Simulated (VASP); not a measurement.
An input for Ansatz (written as the equivalent of a VASP run, and not itself run):

Ansatz 0.2 input:
```yaml
crystal:
  lattice:
    - [4.0459831, 0.0000000, 0.0000000]
    - [0.0000000, 4.0459831, 0.0000000]
    - [0.0000000, 0.0000000, 4.0459831]
  atoms:
    - { symbol: Sr, position: [0.0000000, 0.0000000, 0.0000000] }
    - { symbol: Ti, position: [0.5000000, 0.5000000, 0.5000000] }
    - { symbol: O, position: [0.5000000, 0.0000000, 0.5000000] }
    - { symbol: O, position: [0.0000000, 0.5000000, 0.5000000] }
    - { symbol: O, position: [0.5000000, 0.5000000, 0.0000000] }
kpoints:
  mp_grid: { grid: [6, 6, 6] }
hamiltonian:
  xc: revpbe
  pseudopotentials: { kind: paw }
scf:
  occupations: { method: gaussian, width: 0.05 }
  max_iter: 100
output: { forces: true, stress: true, eigenvalues: true }
```

Q: Write the VASP files for the same calculation (revPBE).

A: One answer among several that fit: 
**INCAR**
```
ALGO = Normal
EDIFF = 1E-7
ENCUT = 520
GGA = RE
ISIF = 2
ISMEAR = 0
LASPH = .TRUE.
LCHARG = .FALSE.
LMAXMIX = 4
LREAL = .FALSE.
LWAVE = .FALSE.
NELM = 100
PREC = Accurate
SIGMA = 0.05
SYSTEM = SrTiO3
```

**KPOINTS**
```
Automatic
0
Gamma
6 6 6
```

POSCAR:
```
SrTiO3
1
    4.0459831467     0.0000000000     0.0000000000
    0.0000000000     4.0459831467     0.0000000000
    0.0000000000     0.0000000000     4.0459831467
Sr Ti O
1 1 3
Direct
  0.0000000000   0.0000000000   0.0000000000
  0.5000000000   0.5000000000   0.5000000000
  0.5000000000   0.0000000000   0.5000000000
  0.0000000000   0.5000000000   0.5000000000
  0.5000000000   0.5000000000   0.0000000000
```

POTCAR, in this order: Sr_sv Ti_sv O (PBE.64 set). Program: vasp_std.

Limits of the translation: each code has its own PAW files, so the cut-off isn't converted (ENCUT is set for VASP's; basis.ecutwfc is left out, and Ansatz then takes the one that its files recommend); Ansatz stops its SCF on the density residual and VASP on the energy change (EDIFF).

The compound is SrTiO3 in the cubic perovskite structure, the ideal cubic form; the compound distorts at low or room temperature. This cell is one point of a volume scan, at 1.06 of the reference volume.
